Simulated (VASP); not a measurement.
Calculation: PBEsol GGA, VASP's PBE PAW potentials (set 64) (plane waves; VASP).

Input for VASP

INCAR:
```
ALGO=Normal
EDIFF=1E-6
EDIFFG=-0.01
ENCUT=300
GGA=PS
IBRION=2
ISIF=3
ISMEAR=0
LASPH=T
LCHARG=F
LMAXMIX=4
LREAL=F
LWAVE=F
NELM=100
NSW=50
PREC=Accurate
SIGMA=0.272
SYSTEM=Sn
```

File KPOINTS:
```
Automatic mesh
0
Gamma
10 10 10
0 0 0
```

**POSCAR**
```
Sn
1.0
 -1.8898820000   1.8898820000   1.8898820000
  1.8898820000  -1.8898820000   1.8898820000
  1.8898820000   1.8898820000  -1.8898820000
Sn
1
Cart
  0.0000000000   0.0000000000   0.0000000000
```

POTCAR, in this order: Sn_d (PBE.64 set). Program: vasp_std.

Output of the run:

OSZICAR:
```
       N       E                     dE             d eps       ncg     rms          rms(c)
DAV:   1     0.586039001519E+02    0.58604E+02   -0.58501E+03  1073   0.138E+03
DAV:   2    -0.940045604092E+00   -0.59544E+02   -0.58051E+02  1091   0.266E+02
DAV:   3    -0.418756921122E+01   -0.32475E+01   -0.32327E+01  1203   0.629E+01
DAV:   4    -0.424428384352E+01   -0.56715E-01   -0.56700E-01  1179   0.872E+00
DAV:   5    -0.424619790022E+01   -0.19141E-02   -0.19138E-02  1214   0.153E+00    0.135E+00
DAV:   6    -0.423080686732E+01    0.15391E-01   -0.16997E-02  1202   0.247E+00    0.728E-01
DAV:   7    -0.422579185461E+01    0.50150E-02   -0.10138E-02  1202   0.177E+00    0.108E-01
DAV:   8    -0.422549296641E+01    0.29889E-03   -0.58194E-04  1199   0.483E-01    0.180E-02
DAV:   9    -0.422549314409E+01   -0.17768E-06   -0.81883E-06  1282   0.371E-02
   1 F= -.42254931E+01 E0= -.42114256E+01  d E =-.422549E+01
       N       E                     dE             d eps       ncg     rms          rms(c)
DAV:   1    -0.464156339888E+01   -0.41607E+00   -0.74366E+00  1196   0.546E+01    0.349E+00
DAV:   2    -0.430641936550E+01    0.33514E+00   -0.50122E-01  1166   0.160E+01    0.148E+00
DAV:   3    -0.423747461081E+01    0.68945E-01   -0.17100E-01  1396   0.872E+00    0.213E-01
DAV:   4    -0.423398540384E+01    0.34892E-02   -0.37573E-03  1088   0.718E-01    0.459E-02
DAV:   5    -0.423380698754E+01    0.17842E-03   -0.25469E-04  1204   0.196E-01    0.212E-02
DAV:   6    -0.423380505517E+01    0.19324E-05   -0.75155E-06  1534   0.351E-02    0.214E-03
DAV:   7    -0.423380478297E+01    0.27221E-06   -0.38173E-07   628   0.692E-03
   2 F= -.42338048E+01 E0= -.42212818E+01  d E =-.831164E-02
       N       E                     dE             d eps       ncg     rms          rms(c)
DAV:   1    -0.423924309522E+01   -0.54380E-02   -0.10320E-01  1205   0.692E+00    0.393E-01
DAV:   2    -0.423496015793E+01    0.42829E-02   -0.62010E-03  1172   0.171E+00    0.171E-01
DAV:   3    -0.423402093166E+01    0.93923E-03   -0.24762E-03  1430   0.102E+00    0.218E-02
DAV:   4    -0.423397103268E+01    0.49899E-04   -0.55309E-05  1136   0.105E-01    0.520E-03
DAV:   5    -0.423396768403E+01    0.33487E-05   -0.16465E-06  1117   0.121E-02    0.280E-03
DAV:   6    -0.423396693311E+01    0.75092E-06   -0.43020E-07   565   0.108E-02
   3 F= -.42339669E+01 E0= -.42212397E+01  d E =-.847379E-02
```

### OUTCAR
```
------------------------ aborting loop because EDIFF is reached ----------------------------------------
  FORCE on cell =-STRESS in cart. coord.  units (eV):
  Direction    XX          YY          ZZ          XY          YZ          ZX
  --------------------------------------------------------------------------------------
  Total        0.0026314      0.0026314      0.0026314      0.0000000     -0.0000000      0.0000000
  in kB        0.1633846      0.1633846      0.1633846      0.0000000     -0.0000000      0.0000000
  external PRESSURE =       0.1633846 kB  Pullay stress =       0.0000000 kB
  volume of cell :       25.80
      direct lattice vectors                 reciprocal lattice vectors
    -1.861563903  1.861563903  1.861563903     0.000000000  0.268591371  0.268591371
     1.861563903 -1.861563903  1.861563903     0.268591371  0.000000000  0.268591371
     1.861563903  1.861563903 -1.861563903     0.268591371  0.268591371  0.000000000
 POSITION                                       TOTAL-FORCE (eV/Angst)
 -----------------------------------------------------------------------------------
      0.00000      0.00000     -0.00000         0.000000     -0.000000     -0.000000
 -----------------------------------------------------------------------------------
    total drift:                                0.000000     -0.000000      0.000000
  FREE ENERGIE OF THE ION-ELECTRON SYSTEM (eV)
  ---------------------------------------------------
  free  energy   TOTEN  =        -4.2339669331 eV

  energy  without entropy=       -4.2085125272  energy(sigma->0) =       -4.22123973

 reached required accuracy - stopping structural energy minimisation
```
(Selected blocks of OUTCAR.)

### CONTCAR
```
Sn
   1.00000000000000
    -1.8615639030613431    1.8615639030613431    1.8615639030613431
     1.8615639030613431   -1.8615639030613431    1.8615639030613431
     1.8615639030613431    1.8615639030613431   -1.8615639030613431
  Sn
     1
Direct
     0.0000000000000000    0.0000000000000000    0.0000000000000000
```

At this cut-off the stress carries a Pulay error, which pulls relaxed volumes low. Energy and stress use the plane-wave basis of the starting cell.

The structure was generated: Sn was put into an ordered model structure, which need not be its known phase. This run relaxes it. Symmetry was kept, so distortions that lower it aren't found. The run is one of a series of settings (EDIFFG = -0.01, IBRION = 2, ISIF = 3, NSW = 50 against the base run), some of them coarse on purpose.
